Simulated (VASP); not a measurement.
Consider the following.

```xyz
2
Lattice="0.0000 2.0440 2.0440 2.0440 0.0000 2.0440 2.0440 2.0440 0.0000" Properties=species:S:1:pos:R:3 pbc="T T T"
Li     0.0000     0.0000     0.0000
F      2.0440     2.0440     2.0440
```

The numbers are results of revPBE GGA, VASP's PBE PAW potentials (set 64) (plane waves; VASP), not measurements. Settings: 520 eV cut-off, 11×11×11 Γ-centred mesh, Gaussian smearing of 0.050 eV, potentials Li_sv F.

### Question
Predict the energy per atom (σ→0), pressure, band gap (on the k-mesh) with the smallest direct gap where there is one.

### Answer

```
Property                                      Value
-----------------------------------  --------------
band gap (on the k-mesh)                    8.91 eV
smallest direct gap (on the k-mesh)         8.91 eV
energy per atom (σ→0)                -4.608 eV/atom
pressure                                   2.07 GPa
```

The absolute energy has meaning only against runs of the same code, potentials and settings.

The compound is LiF in the rock salt structure. This cell is one point of a volume scan, at 0.97 of the reference volume.
